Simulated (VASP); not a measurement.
Method: PBE GGA, VASP's PBE PAW potentials (set 64) (plane waves; VASP).

VASP ran on this input.

INCAR:
```
PREC  =  Accurate
ALGO  =  Normal   # blocked Davidson
EDIFFG  =  -0.01
ENCUT  =  480   # plane-wave cut-off (eV)
LWAVE  =  F
NSW  =  60   # most ionic steps
LMAXMIX  =  4
IBRION  =  2
SYSTEM  =  PbSe
GGA  =  PE   # PBE
NELM  =  100   # most electronic steps
LASPH  =  T
LCHARG  =  F
LREAL  =  F   # projection in real space or not
ISMEAR  =  0
EDIFF  =  1E-6
SIGMA  =  0.05   # width (eV)
ISIF  =  3   # ions, shape and volume
```

POSCAR:
```
PbSe
1.0
  0.0000000000   3.1082346273   3.1082346273
  3.1082346273   0.0000000000   3.1082346273
  3.1082346273   3.1082346273   0.0000000000
Pb Se
1 1
Cart
  0.0000000000   0.0000000000   0.0000000000
  3.1082346273   3.1082346273   3.1082346273
```

KPOINTS:
```
Automatic mesh
0
Gamma
  7 7 7
0 0 0
```

POTCAR, in this order: Pb_d Se (PBE.64 set). Program: vasp_std.

Output

### OSZICAR
```
       N       E                     dE             d eps       ncg     rms          rms(c)
DAV:   1     0.154831302685E+03    0.15483E+03   -0.91994E+03   560   0.134E+03
DAV:   2     0.481655209341E+01   -0.15001E+03   -0.14662E+03   590   0.335E+02
DAV:   3    -0.823554288449E+01   -0.13052E+02   -0.13009E+02   746   0.103E+02
DAV:   4    -0.851097405240E+01   -0.27543E+00   -0.27532E+00   606   0.188E+01
DAV:   5    -0.852075811844E+01   -0.97841E-02   -0.97839E-02   776   0.347E+00    0.271E+00
DAV:   6    -0.820068523349E+01    0.32007E+00   -0.87575E-01   768   0.710E+00    0.148E+00
DAV:   7    -0.819676349043E+01    0.39217E-02   -0.13220E-01   630   0.199E+00    0.844E-01
DAV:   8    -0.820043454031E+01   -0.36710E-02   -0.14845E-02   602   0.156E+00    0.181E-01
DAV:   9    -0.819990648650E+01    0.52805E-03   -0.28321E-03   836   0.583E-01    0.635E-02
DAV:  10    -0.820000473398E+01   -0.98247E-04   -0.23965E-04   602   0.121E-01    0.203E-02
DAV:  11    -0.820001244905E+01   -0.77151E-05   -0.65670E-05   678   0.932E-02    0.537E-03
DAV:  12    -0.820001273384E+01   -0.28479E-06   -0.38732E-06   704   0.158E-02
   1 F= -.82000127E+01 E0= -.82000127E+01  d E =-.820001E+01
```

OUTCAR:
```
------------------------ aborting loop because EDIFF is reached ----------------------------------------
  FORCE on cell =-STRESS in cart. coord.  units (eV):
  Direction    XX          YY          ZZ          XY          YZ          ZX
  --------------------------------------------------------------------------------------
  Total       -0.0042984     -0.0042984     -0.0042984     -0.0000000      0.0000000     -0.0000000
  in kB       -0.1146698     -0.1146698     -0.1146698     -0.0000000      0.0000000     -0.0000000
  external PRESSURE =      -0.1146698 kB  Pullay stress =       0.0000000 kB
  volume of cell :       60.06
      direct lattice vectors                 reciprocal lattice vectors
     0.000000000  3.108234627  3.108234627    -0.160863017  0.160863017  0.160863017
     3.108234627  0.000000000  3.108234627     0.160863017 -0.160863017  0.160863017
     3.108234627  3.108234627  0.000000000     0.160863017  0.160863017 -0.160863017
  FREE ENERGIE OF THE ION-ELECTRON SYSTEM (eV)
  ---------------------------------------------------
  free  energy   TOTEN  =        -8.2000127338 eV

  energy  without entropy=       -8.2000127338  energy(sigma->0) =       -8.20001273

 reached required accuracy - stopping structural energy minimisation
```
(Selected blocks of OUTCAR.)

The compound is PbSe in the rock salt structure. It was relaxed first. The start is the result of an earlier pass.
